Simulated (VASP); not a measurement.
# Hf: energy against strain

Hf (hcp, P6_3/mmc, 21.542 Å³/atom at rest, c along z) under an equal strain ε along x and y, with z held. PBEsol in VASP (plane waves, PAW), 480 eV, 18×18×10 Γ-centred mesh, Methfessel-Paxton smearing 0.10 eV; ions are relaxed within the symmetry of each cell.

Here s stands for strain and y for E less E0.

| strain (%) | E less E0 (meV/atom) |
|---|---|
| -1.50 | 7.99 |
| -1.00 | 3.43 |
| -0.50 | 0.79 |
| 0.00 | 0.00 |
| 0.50 | 0.99 |
| 1.00 | 3.71 |
| 1.50 | 8.09 |
| 3.00 | ? |

### Question
Using a parabola, estimate the missing y at s = 3.00 from the other rows, showing the fit.

### Answer
Least squares gives y = -0.003 + 0.0757·s + 3.5743·s². Residuals (row less fit): 0.064, -0.066, -0.063, 0.003, 0.062, 0.063, -0.063; standard error 0.078 (degrees of freedom: 4). Twice the quadratic coefficient over the volume, 2 × 3.5743 meV × 10⁴ × 0.1602 / 21.542 Å³, is the elastic constants 2(C11 + C12) = 532 ± 5 GPa. At the withheld row, y = -0.003 + 0.0757 × 3.0 + 3.5743 × 3.0² = 32.393 meV/atom. The calculation gives 30.72 meV/atom, 1.673 meV/atom below the prediction (5.4 % of the range of y in the table). The row lies outside the fitted rows, so this is an extrapolation. From the scatter of the fitted rows alone, a prediction at this place has a standard error of 0.297 meV/atom, so the miss is 5.6 times that.

One order more, fitted to all 13 runs of the series, follows each within 0.01, so the miss is the next term of a smooth law. In a metal these values are sensitive to mesh and smearing; energies are taken to zero smearing, stresses follow the free energy. Rows are the converged runs of the series near zero and its far end; series whose fitted rows scatter by over a few per cent of the range, as at a crossing or softening among them, aren't shown in this form. Most that stay on the fit to the last digits aren't either.
